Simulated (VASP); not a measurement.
Given:

```xyz
8
Lattice="5.4193 0.0000 0.0000 0.0000 5.4193 0.0000 0.0000 0.0000 5.4193" Properties=species:S:1:pos:R:3 pbc="T T T"
Nb     1.3548     0.0000     2.7097
Nb     4.0645     0.0000     2.7097
Nb     2.7097     4.0645     0.0000
Nb     2.7097     1.3548     0.0000
Nb     0.0000     2.7097     4.0645
Nb     0.0000     2.7097     1.3548
Sn     0.0000     0.0000     0.0000
Sn     2.7097     2.7097     2.7097
```

The numbers are results of PBEsol GGA, VASP's PBE PAW potentials (set 64) (plane waves; VASP), not measurements. Numerical set-up: 300 eV cut-off, 5×5×5 Γ-centred mesh, Fermi-Dirac smearing of 0.050 eV, potentials Nb_sv Sn_d.

At this cut-off the stress carries a Pulay error, which pulls relaxed volumes low. Energy and stress use the plane-wave basis of the starting cell.

Q: The ions, cell shape and volume are relaxed. Which structure does the run end with?

A: 
```xyz
8
Lattice="5.2518 0.0000 0.0000 0.0000 5.2518 0.0000 0.0000 0.0000 5.2518" Properties=species:S:1:pos:R:3 pbc="T T T"
Nb     1.3130     0.0000     2.6259
Nb     3.9389     0.0000     2.6259
Nb     2.6259     3.9389     0.0000
Nb     2.6259     1.3130     0.0000
Nb     0.0000     2.6259     3.9389
Nb     0.0000     2.6259     1.3130
Sn     0.0000     0.0000     0.0000
Sn     2.6259     2.6259     2.6259
```
Space group Pm-3n (223), at a tolerance of 0.03 Å.

Q: How do energy and volume change from the first to the last step?

A: The energy (σ→0) changes by -85.4 meV/atom and the volume by -9.0 %, in 7 ionic steps.

The structure comes from a computed database's Nb3Sn entry; how it stands against other phases isn't given here. This run relaxes it. Symmetry was kept, so distortions that lower it aren't found. The run is one of a series of settings (EDIFFG = -0.01, IBRION = 2, ISIF = 3, NSW = 50 against the base run), some of them coarse on purpose.
